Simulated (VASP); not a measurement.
These are modified Becke-Johnson potential (mBJ), VASP's PBE PAW potentials (set 64) (plane waves; VASP 6.6.1) values and carry that method's errors.

Input for VASP

### POSCAR
```
LiCl
1
    0.0000000000     2.5700000000     2.5700000000
    2.5700000000     0.0000000000     2.5700000000
    2.5700000000     2.5700000000     0.0000000000
Li Cl
1 1
Direct
  0.0000000000   0.0000000000   0.0000000000
  0.5000000000   0.5000000000   0.5000000000
```

**INCAR**
```
! general
SYSTEM   =  LiCl
PREC     =  Accurate
ENCUT    =  520
LREAL    =  F
LASPH    =  T

! electronic loop
EDIFF    =  1E-6
NELM     =  200
ALGO     =  Normal
LMIXTAU  =  T

! smearing
ISMEAR   =  0
SIGMA    =  0.05

! functional
METAGGA  =  MBJ

! ions
ISIF     =  0

! output
LWAVE    =  F
LCHARG   =  F
```

File KPOINTS_OPT:
```
k-points along high-symmetry lines
11
Line-mode
Reciprocal
  0.000000   0.000000   0.000000 ! GAMMA
  0.500000   0.000000   0.500000 ! X

  0.500000   0.000000   0.500000 ! X
  0.625000   0.250000   0.625000 ! U

  0.375000   0.375000   0.750000 ! K
  0.000000   0.000000   0.000000 ! GAMMA

  0.000000   0.000000   0.000000 ! GAMMA
  0.500000   0.500000   0.500000 ! L

  0.500000   0.500000   0.500000 ! L
  0.500000   0.250000   0.750000 ! W

  0.500000   0.250000   0.750000 ! W
  0.500000   0.000000   0.500000 ! X
```

**KPOINTS**
```
Automatic mesh
0
Gamma
6 6 6
0 0 0
```

POTCAR, in this order: Li_sv Cl (PBE.64 set). Program: vasp_std. Read from the step before: WAVECAR.

Output of the run:

### OUTCAR
```
 ion  position               nearest neighbor table
   1  0.000  0.000  0.000-   2 2.57   2 2.57   2 2.57   2 2.57   2 2.57   2 2.57
   2  0.500  0.500  0.500-   1 2.57   1 2.57   1 2.57   1 2.57   1 2.57   1 2.57
  LATTYP: Found a face centered cubic cell.
 ALAT       =     5.1400000000
 Subroutine PRICEL returns:
 Original cell was already a primitive cell.
 Subroutine GETGRP returns: Found 48 space group operations
The static configuration has the point symmetry O_h .
The dynamic configuration has the point symmetry O_h .
 Subroutine INISYM returns: Found 48 space group operations
 Subroutine IBZKPT returns following result:
 Found     16 irreducible k-points:

 Following reciprocal coordinates:
            Coordinates               Weight
  0.000000  0.000000  0.000000      1.000000
  0.166667  0.000000  0.000000      8.000000
  0.333333  0.000000  0.000000      8.000000
  0.500000  0.000000  0.000000      4.000000
  0.166667  0.166667  0.000000      6.000000
  0.333333  0.166667  0.000000     24.000000
  0.500000  0.166667  0.000000     24.000000
 -0.333333  0.166667  0.000000     24.000000
 -0.166667  0.166667  0.000000     12.000000
  0.333333  0.333333  0.000000      6.000000
  0.500000  0.333333  0.000000     24.000000
 -0.333333  0.333333  0.000000     12.000000
  0.500000  0.500000  0.000000      3.000000
  0.500000  0.333333  0.166667     24.000000
 -0.333333  0.333333  0.166667     24.000000
 -0.333333  0.500000  0.166667     12.000000
   k-points           NKPTS =     16   k-points in BZ     NKDIM =     16   number of bands    NBANDS=      9
   number of dos      NEDOS =    301   number of ions     NIONS =      2
   total plane-waves  NPLWV =  21952
   dimension x,y,z NGX =    28 NGY =   28 NGZ =   28
   dimension x,y,z NGXF=    56 NGYF=   56 NGZF=   56
   ions per type =               1   1
   PREC   = accura    normal or accurate (medium, high low for compatibility)
   ISTART =      1    job   : 0-new  1-cont  2-samecut
...
```

### OSZICAR
```
...
DAV: 117    -0.302305860487E+03    0.46696E+03   -0.47444E+02   439   0.436E+02    0.173E+02
DAV: 118    -0.137137499188E+03    0.16517E+03   -0.25991E+02   428   0.870E+02    0.161E+02
DAV: 119     0.691194679609E+02    0.20626E+03   -0.12001E+03   305   0.476E+02    0.137E+02
DAV: 120     0.189769212571E+03    0.12065E+03   -0.42050E+05   305   0.242E+04    0.914E+01
DAV: 121     0.147496807075E+03   -0.42272E+02   -0.90926E+02   424   0.252E+02    0.224E+02
DAV: 122     0.743477948617E+02   -0.73149E+02   -0.22314E+03   446   0.283E+03    0.118E+02
DAV: 123     0.763052697111E+02    0.19575E+01   -0.31963E+02   349   0.347E+02    0.242E+01
DAV: 124    -0.222444387592E+05   -0.22321E+05   -0.22255E+05   553   0.693E+02    0.155E+02
DAV: 125    -0.182670333254E+05    0.39774E+04   -0.27798E+04   315   0.818E+03    0.184E+02
DAV: 126    -0.113874063276E+05    0.68796E+04   -0.53289E+02   346   0.108E+03    0.161E+02
DAV: 127    -0.684174436330E+02    0.11319E+05   -0.35387E+03   442   0.125E+03    0.358E+02
DAV: 128     0.140172918674E+03    0.20859E+03   -0.60598E+04   315   0.305E+03    0.161E+02
DAV: 129     0.990299954849E+02   -0.41143E+02   -0.31185E+02   526   0.403E+02    0.656E+01
DAV: 130    -0.278168792257E+05   -0.27916E+05   -0.26570E+05   558   0.498E+02    0.256E+02
DAV: 131    -0.101507328594E+04    0.26802E+05   -0.35568E+03   309   0.148E+03    0.177E+02
DAV: 132    -0.399845358378E+04   -0.29834E+04   -0.15045E+03   299   0.119E+03    0.154E+02
DAV: 133     0.170801751626E+03    0.41693E+04   -0.68031E+05   318   0.116E+04    0.865E+01
DAV: 134    -0.354507033020E+04   -0.37159E+04   -0.36497E+04   568   0.510E+02    0.156E+02
DAV: 135     0.147666812954E+03    0.36927E+04   -0.54861E+04   320   0.256E+03    0.330E+01
DAV: 136    -0.722560982146E+04   -0.73733E+04   -0.70234E+04   500   0.264E+02    0.167E+02
DAV: 137    -0.197601678302E+04    0.52496E+04   -0.65570E+03   311   0.216E+03    0.148E+02
DAV: 138     0.201705177089E+03    0.21777E+04   -0.22062E+06   320   0.560E+04    0.718E+01
DAV: 139    -0.325920710602E+04   -0.34609E+04   -0.27703E+04   576   0.907E+02    0.148E+02
DAV: 140    -0.860079026897E+04   -0.53416E+04   -0.36641E+05   406   0.327E+04    0.680E+01
DAV: 141     0.293078182767E+02    0.86301E+04   -0.57029E+03   344   0.428E+03    0.296E+01
DAV: 142    -0.285793465925E+04   -0.28872E+04   -0.26890E+04   567   0.778E+02    0.149E+02
DAV: 143    -0.311604254289E+05   -0.28302E+05   -0.54853E+04   315   0.135E+04    0.175E+02
DAV: 144    -0.191095527321E+05    0.12051E+05   -0.84000E+02   312   0.134E+03    0.160E+02
DAV: 145     0.148687461521E+03    0.19258E+05   -0.79080E+05   320   0.453E+03    0.786E+01
DAV: 146    -0.909749937131E+03   -0.10584E+04   -0.82038E+03   433   0.114E+02    0.162E+02
DAV: 147     0.123559387196E+03    0.10333E+04   -0.80186E+03   290   0.675E+02    0.557E+01
DAV: 148    -0.897129026598E+02   -0.21327E+03   -0.15670E+03   512   0.188E+03    0.145E+02
DAV: 149    -0.572448164129E+05   -0.57155E+05   -0.15072E+05   288   0.340E+04    0.174E+02
DAV: 150     0.153835694492E+03    0.57399E+05   -0.20448E+05   320   0.375E+03    0.519E+01
DAV: 151    -0.191028260313E+05   -0.19257E+05   -0.18487E+05   576   0.354E+02    0.159E+02
DAV: 152    -0.614321495371E+02    0.19041E+05   -0.58020E+03   295   0.512E+03    0.139E+02
DAV: 153     0.248591794532E+03    0.31002E+03   -0.11670E+04   544   0.770E+02    0.704E+01
DAV: 154     0.124557049667E+03   -0.12403E+03   -0.10172E+03   304   0.333E+02    0.458E+01
DAV: 155    -0.184085903526E+05   -0.18533E+05   -0.17817E+05   510   0.149E+02    0.166E+02
DAV: 156    -0.165586114353E+05    0.18500E+04   -0.13637E+04   324   0.582E+03    0.175E+02
DAV: 157    -0.366915743801E+05   -0.20133E+05   -0.21156E+03   408   0.595E+03    0.178E+02
DAV: 158    -0.476746870493E+05   -0.10983E+05   -0.17407E+03   464   0.238E+03    0.192E+02
DAV: 159     0.149803744071E+03    0.47824E+05   -0.83434E+04   320   0.141E+03    0.408E+01
DAV: 160    -0.539653850916E+03   -0.68946E+03   -0.33553E+03   575   0.318E+02    0.105E+02
DAV: 161    -0.703297806756E+03   -0.16364E+03   -0.30200E+04   514   0.222E+03    0.248E+02
DAV: 162     0.193408573008E+03    0.89671E+03   -0.78889E+03   288   0.919E+02    0.677E+01
DAV: 163    -0.979097554373E+03   -0.11725E+04   -0.62930E+03   576   0.105E+03    0.126E+02
DAV: 164     0.116139955916E+03    0.10952E+04   -0.24427E+04   367   0.235E+03    0.699E+01
DAV: 165     0.219926204593E+03    0.10379E+03   -0.64851E+04   288   0.115E+04    0.104E+02
DAV: 166     0.717184823911E+02   -0.14821E+03   -0.14168E+03   431   0.101E+03    0.250E+01
DAV: 167     0.100386231519E+03    0.28668E+02   -0.47113E+02   339   0.716E+02    0.379E+01
DAV: 168    -0.223204702624E+04   -0.23324E+04   -0.22296E+04   569   0.169E+02    0.142E+02
DAV: 169    -0.115878373793E+04    0.10733E+04   -0.36921E+03   443   0.154E+03    0.161E+02
DAV: 170     0.211807869919E+03    0.13706E+04   -0.20212E+05   420   0.127E+04    0.493E+02
DAV: 171     0.182046662780E+03   -0.29761E+02   -0.74521E+02   288   0.525E+02    0.472E+01
DAV: 172     0.249394020259E+03    0.67347E+02   -0.71936E+02   355   0.540E+02    0.529E+01
DAV: 173     0.130185278394E+03   -0.11921E+03   -0.11529E+03   552   0.403E+02    0.429E+01
DAV: 174     0.106684744564E+03   -0.23501E+02   -0.81848E+01   552   0.186E+02    0.502E+01
DAV: 175     0.104243762614E+03   -0.24410E+01   -0.52041E+01   571   0.174E+02    0.543E+01
DAV: 176     0.126800910940E+03    0.22557E+02   -0.28534E+01   567   0.201E+02    0.540E+01
DAV: 177     0.919513942465E+02   -0.34850E+02   -0.24957E+01   536   0.133E+02    0.470E+01
DAV: 178     0.101809401653E+03    0.98580E+01   -0.28642E+01   357   0.173E+02    0.486E+01
DAV: 179     0.106841309931E+03    0.50319E+01   -0.17724E+01   364   0.114E+02    0.511E+01
DAV: 180     0.118289211321E+03    0.11448E+02   -0.10298E+01   536   0.190E+02    0.524E+01
DAV: 181     0.968994744254E+02   -0.21390E+02   -0.29286E+01   567   0.253E+02    0.506E+01
DAV: 182    -0.143921677330E+04   -0.15361E+04   -0.22880E+02   317   0.254E+02    0.856E+01
DAV: 183     0.131777049708E+03    0.15710E+04   -0.56095E+04   343   0.543E+03    0.560E+01
DAV: 184     0.861242760315E+02   -0.45653E+02   -0.91885E+01   302   0.219E+02    0.519E+01
DAV: 185     0.621321056120E+02   -0.23992E+02   -0.90942E+01   312   0.442E+02    0.491E+01
DAV: 186     0.820720950573E+02    0.19940E+02   -0.35313E+02   314   0.576E+02    0.461E+01
DAV: 187     0.697348699319E+02   -0.12337E+02   -0.99307E+01   394   0.172E+02    0.542E+01
DAV: 188     0.701426624563E+02    0.40779E+00   -0.11855E+02   560   0.157E+02    0.511E+01
DAV: 189     0.531131483197E+02   -0.17030E+02   -0.52858E+01   536   0.150E+02    0.558E+01
DAV: 190     0.457454536231E+02   -0.73677E+01   -0.32071E+01   299   0.146E+02    0.559E+01
DAV: 191     0.529650229764E+02    0.72196E+01   -0.47366E+01   504   0.137E+02    0.543E+01
DAV: 192     0.554805449436E+02    0.25155E+01   -0.23889E+03   376   0.341E+02    0.428E+01
DAV: 193     0.365689451470E+02   -0.18912E+02   -0.51310E+01   562   0.145E+02    0.379E+01
DAV: 194     0.390264193329E+02    0.24575E+01   -0.24389E+01   432   0.907E+01    0.466E+01
DAV: 195     0.460459966225E+02    0.70196E+01   -0.60241E+01   288   0.350E+02    0.529E+01
DAV: 196     0.403927328143E+02   -0.56533E+01   -0.28765E+01   443   0.166E+02    0.433E+01
DAV: 197     0.388916515711E+02   -0.15011E+01   -0.18051E+01   331   0.111E+02    0.354E+01
DAV: 198     0.363728728401E+02   -0.25188E+01   -0.22312E+01   311   0.916E+01    0.364E+01
DAV: 199    -0.198264089573E+04   -0.20190E+04   -0.17227E+04   323   0.861E+02    0.605E+01
DAV: 200    -0.120427755122E+06   -0.11845E+06   -0.10593E+06   353   0.140E+04
   1 F= -.12042776E+06 E0= -.12042774E+06  d E =-.254897E-01
       N       E                     dE             ncg
       N       E                     dE             ncg
       N       E                     dE             ncg
       N       E                     dE             ncg
       N       E                     dE             ncg
```

File OUTCAR:
```
------------------------ aborting loop EDIFF was not reached (unconverged)  ----------------------------
  volume of cell :       33.95
      direct lattice vectors                 reciprocal lattice vectors
     0.000000000  2.570000000  2.570000000    -0.194552529  0.194552529  0.194552529
     2.570000000  0.000000000  2.570000000     0.194552529 -0.194552529  0.194552529
     2.570000000  2.570000000  0.000000000     0.194552529  0.194552529 -0.194552529
  FREE ENERGIE OF THE ION-ELECTRON SYSTEM (eV)
  ---------------------------------------------------
  free  energy   TOTEN  =   -120427.7551219211 eV

  energy  without entropy=  -120427.7296322318  energy(sigma->0) =  -120427.74237708

     CMBJ =    1.0000

     CMBJA=   -0.0120

     CMBJB=    1.0230

     CMBJE=    0.5000

    CMBJ =    2.0000
```
(Selected blocks of OUTCAR.)

File stdout:
```
...
DAV: 192     0.554805449436E+02    0.25155E+01   -0.23889E+03   376   0.341E+02    0.428E+01
DAV: 193     0.365689451470E+02   -0.18912E+02   -0.51310E+01   562   0.145E+02    0.379E+01
DAV: 194     0.390264193329E+02    0.24575E+01   -0.24389E+01   432   0.907E+01    0.466E+01
DAV: 195     0.460459966225E+02    0.70196E+01   -0.60241E+01   288   0.350E+02    0.529E+01
DAV: 196     0.403927328143E+02   -0.56533E+01   -0.28765E+01   443   0.166E+02    0.433E+01
DAV: 197     0.388916515711E+02   -0.15011E+01   -0.18051E+01   331   0.111E+02    0.354E+01
DAV: 198     0.363728728401E+02   -0.25188E+01   -0.22312E+01   311   0.916E+01    0.364E+01
DAV: 199    -0.198264089573E+04   -0.20190E+04   -0.17227E+04   323   0.861E+02    0.605E+01
DAV: 200    -0.120427755122E+06   -0.11845E+06   -0.10593E+06   353   0.140E+04

 -----------------------------------------------------------------------------
|                                                                             |
|           W    W    AA    RRRRR   N    N  II  N    N   GGGG   !!!           |
|           W    W   A  A   R    R  NN   N  II  NN   N  G    G  !!!           |
|           W    W  A    A  R    R  N N  N  II  N N  N  G       !!!           |
|           W WW W  AAAAAA  RRRRR   N  N N  II  N  N N  G  GGG   !            |
|           WW  WW  A    A  R   R   N   NN  II  N   NN  G    G                |
|           W    W  A    A  R    R  N    N  II  N    N   GGGG   !!!           |
|                                                                             |
|     The electronic self-consistency was not achieved in the given           |
|     number of steps (NELM). The forces and other quantities evaluated       |
|     might not be reliable so examine the results carefully. If you find     |
|     spurious results, we suggest increasing NELM, if you were close to      |
|     convergence or switching to a different ALGO or adjusting the           |
|     density mixing parameters otherwise.                                    |
|                                                                             |
 -----------------------------------------------------------------------------

   1 F= -.12042776E+06 E0= -.12042774E+06  d E =-.254897E-01
 Start KPOINTS_OPT (optional k-point list driver)
k-point batch [1-16\66]
       N       E                     dE             ncg
k-point batch [17-32\66]
       N       E                     dE             ncg
k-point batch [33-48\66]
       N       E                     dE             ncg
k-point batch [49-64\66]
       N       E                     dE             ncg
k-point batch [65-66\66]
       N       E                     dE             ncg
```

The run did not converge; its last values are not results.

mBJ is a potential without an energy functional, so only the levels count.

The compound is LiCl in the rock salt structure. The cell was not relaxed at this level. The cell's shape comes from a PBE relaxation.
